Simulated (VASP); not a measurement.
# BIr (P-6m2) in VASP: further runs

The runs below take BIr through single point, with LDA.

Everything below comes from runs of VASP 6.6.1. Logs are shortened: lines on timing, memory, paths and dates and some standing lists are left out, and cuts for length are marked.

**1. The cell of the first run**

Symmetry: P-6m2, No. 187, hexagonal system. The conventional cell has a = 3.042 Å, b = 3.042 Å, c = 2.433 Å, α = 90.00°, β = 90.00°, γ = 120.00°. B (site symmetry -6m2) is surrounded by 6 Ir at 2.14 Å and 2 B at 2.43 Å. Ir (site symmetry -6m2) is surrounded by 6 B at 2.14 Å and 2 Ir at 2.43 Å.

The cell comes from a database or a generator and needn't be the stable form of this composition.

**2. Single point, LDA (strain -0.1000 x Voigt [0, 0, 1, 0, 0, 0], atoms carried along)**

File INCAR:

```
SYSTEM = BIr
PREC     = Accurate       ! precision mode
ENCUT    = 520            ! plane-wave cutoff, eV
EDIFF    = 1E-6           ! SCF threshold, eV
ISMEAR   = 0              ! smearing method
SIGMA    = 0.15           ! smearing width, eV
LREAL    = .FALSE.        ! projectors in reciprocal space
LASPH    = .TRUE.         ! aspherical terms in the spheres
NELM     = 60             ! most SCF steps
ALGO     = Fast           ! electronic algorithm
ISIF     = 2              ! what is computed and relaxed
LWAVE    = .FALSE.        ! write WAVECAR
LCHARG   = .TRUE.         ! write CHGCAR
GGA      = CA             ! functional
LELF     = .TRUE.         ! ELF
LVHAR    = .TRUE.       
NBANDS   = 13             ! bands
```

File KPOINTS:

```
Automatic mesh
0
G
  18 18 18
  0 0 0
```

File POSCAR:

```
BIr
1.0
    3.0421080792      0.0000000000      0.0000000000
   -1.5210540396      2.6345428776      0.0000000000
    0.0000000000      0.0000000000      2.4326750790
B Ir
1 1
Direct
    0.3333333333      0.6666666667      0.5000000000
    0.0000000000      0.0000000000      0.0000000000
```

Potentials or basis: VASP PAW LDA potentials, release 64 (B, Ir).

Launch:

```
$ cat potpaw_LDA.64/B/POTCAR potpaw_LDA.64/Ir/POTCAR > POTCAR
$ mpirun -np 1 vasp_std > vasp.out
```

OUTCAR:

```text
SYSTEM = BIr
   PREC = Accurate
   ENCUT = 520
   EDIFF = 1E-6
   ISMEAR = 0
   LREAL = .FALSE.
   LASPH = .TRUE.
   NELM = 60
   ISIF = 2
   GGA = CA

 ion  position               nearest neighbor table
   1  0.333  0.667  0.500-   2 2.14   2 2.14   2 2.14   2 2.14   2 2.14   2 2.14
   2  0.000  0.000  0.000-   1 2.14   1 2.14   1 2.14   1 2.14   1 2.14   1 2.14

  LATTYP: Found a hexagonal cell.
 ALAT       =     3.0421080792
 C/A-ratio  =     0.7996675383

  Lattice vectors:

 A1 = (   3.0421080792,   0.0000000000,   0.0000000000)
 A2 = (  -1.5210540396,   2.6345428776,   0.0000000000)
 A3 = (   0.0000000000,   0.0000000000,   2.4326750790)

Analysis of symmetry for initial positions (statically):
=====================================================================
 Subroutine PRICEL returns:
 Original cell was already a primitive cell.

 Routine SETGRP: Setting up the symmetry group for a
 hexagonal supercell.

 Subroutine GETGRP returns: Found 12 space group operations
 (whereof 12 operations were pure point group operations)
 out of a pool of 24 trial point group operations.

The static configuration has the point symmetry D_3h.

Analysis of symmetry for dynamics (positions and initial velocities):
=====================================================================
 Subroutine PRICEL returns:
 Original cell was already a primitive cell.

 Routine SETGRP: Setting up the symmetry group for a
 hexagonal supercell.

 Subroutine GETGRP returns: Found 12 space group operations
 (whereof 12 operations were pure point group operations)
 out of a pool of 24 trial point group operations.

The dynamic configuration has the point symmetry D_3h.

 Subroutine INISYM returns: Found 12 space group operations
 (whereof 12 operations are pure point group operations),
 and found     1 'primitive' translations

----------------------------------------------------------------------------------------

                                     Primitive cell

  volume of cell :      19.4968

  direct lattice vectors                    reciprocal lattice vectors
     3.042108079  0.000000000  0.000000000     0.328719419  0.189786245  0.000000000
    -1.521054040  2.634542878  0.000000000     0.000000000  0.379572490  0.000000000
     0.000000000  0.000000000  2.432675079     0.000000000  0.000000000  0.411070105

  length of vectors
     3.042108079  3.042108079  2.432675079     0.379572490  0.379572490  0.411070105

  position of ions in fractional coordinates (direct lattice)
     0.333333333  0.666666667  0.500000000
     0.000000000  0.000000000  0.000000000

  ion indices of the primitive-cell ions
   primitive index   ion index
                 1           1
                 2           2

----------------------------------------------------------------------------------------

 KPOINTS: Automatic mesh

Automatic generation of k-mesh.
 Grid dimensions read from file:
 generate k-points for:   18   18   18

 Generating k-lattice:

  Cartesian coordinates                     Fractional coordinates (reciprocal lattice)
     0.018262190  0.010543680  0.000000000     0.055555556  0.000000000  0.000000000
     0.000000000  0.021087361  0.000000000     0.000000000  0.055555556  0.000000000
     0.000000000  0.000000000  0.022837228     0.000000000  0.000000000  0.055555556

  Length of vectors
     0.021087361  0.021087361  0.022837228

  Shift w.r.t. Gamma in fractional coordinates (k-lattice)
     0.000000000  0.000000000  0.000000000

 Subroutine IBZKPT returns following result:
 ===========================================

 Found    370 irreducible k-points:

 Following reciprocal coordinates:
            Coordinates               Weight
  0.000000  0.000000  0.000000      1.000000
  0.055556  0.000000  0.000000      6.000000
  0.111111  0.000000  0.000000      6.000000
  0.166667  0.000000  0.000000      6.000000
  0.222222 -0.000000  0.000000      6.000000
  0.277778 -0.000000  0.000000      6.000000
[... 16 lines left out ...]
  0.333333  0.111111  0.000000     12.000000
  0.388889  0.111111  0.000000     12.000000
 [... further k-points ...]
   k-points           NKPTS =    370   k-points in BZ     NKDIM =    370   number of bands    NBANDS=     13
   number of dos      NEDOS =    301   number of ions     NIONS =      2
   total plane-waves  NPLWV =  10368
   dimension x,y,z NGX =    24 NGY =   24 NGZ =   18
   dimension x,y,z NGXF=    48 NGYF=   48 NGZF=   36
   ions per type =               1   1
   NGX,Y,Z   is equivalent  to a cutoff of  13.12, 13.12, 12.30 a.u.
   NGXF,Y,Z  is equivalent  to a cutoff of  26.23, 26.23, 24.60 a.u.
 SYSTEM =  BIr
   PREC   = accura    normal or accurate (medium, high low for compatibility)
   ISTART =      0    job   : 0-new  1-cont  2-samecut
   ICHARG =      2    charge: 1-file 2-atom 10-const
   ISPIN  =      1    spin polarized calculation?
   LNONCOLLINEAR =      F non collinear calculations
   LSORBIT =      F    spin-orbit coupling
   LASPH  =      T    aspherical Exc in radial PAW
   ENCUT  =  520.0 eV  38.22 Ry    6.18 a.u.   5.66  5.66  4.52*2*pi/ulx,y,z
   NELM   =     60;   NELMIN=  2; NELMDL= -5     # of ELM steps
   EDIFF  = 0.1E-05   stopping-criterion for ELM
   LREAL  =      F    real-space projection
   EDIFFG = 0.1E-04   stopping-criterion for IOM
   NSW    =      0    number of steps for IOM
   IBRION =     -1    ionic relax: 0-MD 1-quasi-New 2-CG
   NFREE  =      0    steps in history (QN), initial steepest desc. (CG)
   ISIF   =      2    stress and relaxation
   ISYM   =      2    0-nonsym 1-usesym 2-fastsym
   POTIM  = 0.5000    time-step for ionic-motion
   TEBEG  =    0.0;   TEEND  =   0.0 temperature during run
   PSTRESS=    0.0 pullay stress
   NELECT =      12.0000    total number of electrons
   NUPDOWN=      -1.0000    fix difference up-down
   EMIN   =  10.00;   EMAX   =-10.00  energy-range for DOS
   EFERMI =   0.00;   METHOD = LEGACY
   ISMEAR =     0;   SIGMA  =   0.15  broadening in eV -4-tet -1-fermi 0-gaus
   EFERMI_NEDOS =   21; number of points for ismear=-14 and -15
   IALGO  =     68    algorithm
   IMIX   =      4    mixing-type and parameters
     AMIX     =   0.40;   BMIX     =  1.00
     AMIX_MAG =   1.60;   BMIX_MAG =  1.00
  volume/ion in A,a.u.               =       9.75        65.79
  Fermi-wavevector in a.u.,A,eV,Ry     =   1.392560  2.631557 26.384734  1.939223
  Thomas-Fermi vector in A             =   2.516291
   LORBIT       =      0    0 simple, 1 ext, 2 COOP (PROOUT), +10 PAW based schemes
   GGA     = CA    functional components
   LHFCALC =     F    Hartree Fock is set to
   AEXX    =    0.0000 exact exchange contribution
   IVDW    =     0    specifies the selected vdW correction
   LEPSILON=     F    determine dielectric tensor
   LRPA    =     F    only Hartree local field effects (RPA)
 non-spin polarized calculation
 RMM-DIIS sequential band-by-band and
 Gauss-broadening in eV      SIGMA  =   0.15
  energy-cutoff  :      520.00
  volume of cell :       19.50
 maximum number of plane-waves:       549
 NGX is ok and might be reduce to    24
   NGX = 11   NGY = 11   NGZ =  9

 number of electron      12.0000001 magnetization

 Free energy of the ion-electron system (eV)
  ---------------------------------------------------
  ext. energy  EPLUGINS =         0.00000000
  ---------------------------------------------------
  free energy    TOTEN  =       -17.58912841 eV

  energy without entropy =      -17.58282465  energy(sigma->0) =      -17.58597653

 E-fermi :  10.3792     XC(G=0): -13.7955

 val. band max:       10.3683136556   @ k =   0.2778   0.1667   0.0000
 cond. band min:      10.3919164746   @ k =   0.4444  -0.0000   0.0000
 fundamental gap:      0.0236028190
 Fermi energy:        10.3791899090

 k-point     1 :       0.0000    0.0000    0.0000
  band No.  band energies     occupation
      1      -3.4286      2.00000
      2       2.9324      2.00000
      3       4.4208      2.00000
      4       4.4208      2.00000
      5      10.3027      1.52902
      6      10.3027      1.52902
      7      15.4127      0.00000
      8      16.8216      0.00000
      9      16.8216      0.00000
     10      18.1310      0.00000
     11      24.9152      0.00000
     12      24.9152      0.00000
     13      28.3894      0.00000

 k-point     2 :       0.0556    0.0000    0.0000
  band No.  band energies     occupation
      1      -3.3544      2.00000
      2       2.9351      2.00000
      3       4.3700      2.00000
      4       4.4901      2.00000
      5      10.1827      1.93605
      6      10.2923      1.58739
      7      15.5823      0.00000
      8      16.5929      0.00000
      9      16.6551      0.00000
     10      18.3074      0.00000
     11      24.8710      0.00000
     12      25.1218      0.00000
     13      28.6245      0.00000

 k-point     3 :       0.1111    0.0000    0.0000
  band No.  band energies     occupation
      1      -3.1358      2.00000
      2       2.9331      2.00000
      3       4.2419      2.00000
      4       4.6961      2.00000
      5       9.8722      2.00000
      6      10.2624      1.72927
      7      15.9559      0.00000
      8      16.0356      0.00000
      9      16.1985      0.00000
     10      18.8226      0.00000
     11      24.8030      0.00000
     12      25.6943      0.00000
     13      29.0940      0.00000
[... 305 lines left out ...]
 k-point    23 :       0.3333    0.1111    0.0000
  band No.  band energies     occupation
      1      -0.5549      2.00000
      2       2.1795      2.00000
      3       4.2363      2.00000
      4       7.4602      2.00000
      5       8.1257      2.00000
      6       9.8728      2.00000
      7      10.4179      0.71525
      8      12.4105      0.00000
      9      19.2123      0.00000
     10      23.5979      0.00000
     11      25.2468      0.00000
     12      26.6511      0.00000
     13      30.8806      0.00000

 k-point    24 :       0.3889    0.1111    0.0000
  band No.  band energies     occupation
      1      -0.1916      2.00000
      2       2.0679      2.00000
      3       4.3229      2.00000
      4       7.9901      2.00000
      5       7.9980      2.00000
      6       9.7780      2.00000
      7       9.8326      2.00000
      8      11.8572      0.00000
      9      19.4758      0.00000
     10      24.0037      0.00000
     11      24.8556      0.00000
     12      27.1205      0.00000
     13      31.2450      0.00000

 [... further k-points ...]

------------------------ aborting loop because EDIFF is reached ----------------------------------------

  FORCE on cell =-STRESS in cart. coord.  units (eV):
  Direction    XX          YY          ZZ          XY          YZ          ZX
  --------------------------------------------------------------------------------------
  -------------------------------------------------------------------------------------
  Total        2.0475769      2.0475769     13.5560886      0.0000000     -0.0000000      0.0000000
  in kB      168.2622895    168.2622895   1113.9891612      0.0000000     -0.0000000      0.0000000
  external PRESSURE =     483.5045801 kB  Pullay stress =       0.0000000 kB

 VOLUME and BASIS-vectors are now :
 -----------------------------------------------------------------------------
  energy-cutoff  :      520.00
  volume of cell :       19.50
      direct lattice vectors                 reciprocal lattice vectors
     3.042108079  0.000000000  0.000000000     0.328719419  0.189786245  0.000000000
    -1.521054040  2.634542878  0.000000000     0.000000000  0.379572490  0.000000000
     0.000000000  0.000000000  2.432675079     0.000000000  0.000000000  0.411070105

 POSITION                                       TOTAL-FORCE (eV/Angst)
 -----------------------------------------------------------------------------------
     -0.00000      1.75636      1.21634        -0.000000      0.000000      0.000000
      0.00000      0.00000      0.00000         0.000000     -0.000000      0.000000
 -----------------------------------------------------------------------------------
    total drift:                               -0.000000      0.000000     -0.000000

  FREE ENERGIE OF THE ION-ELECTRON SYSTEM (eV)
  ---------------------------------------------------
  free  energy   TOTEN  =       -17.5891284118 eV

  energy  without entropy=      -17.5828246540  energy(sigma->0) =      -17.58597653
```

Run time: 36 s. Hardware: 1 thread of Intel Xeon Platinum 8488C (Sapphire Rapids), shared host; peak memory 0.21 GiB.

What came out:

```yaml
Free_energy: -17.5891 eV
Pressure: 48.4 GPa
Band_gap_on_the_k_mesh: none (metal or under the smearing width)
```

Stress tensor (GPa, compression positive):
```
 16.83   0.00   0.00
  0.00  16.83   0.00
  0.00   0.00 111.40
```

Caveat: so large a pressure means that the cell lies far from this level's equilibrium, or that cutoff or potentials fall short.

(Continued in part 2 of 2.)
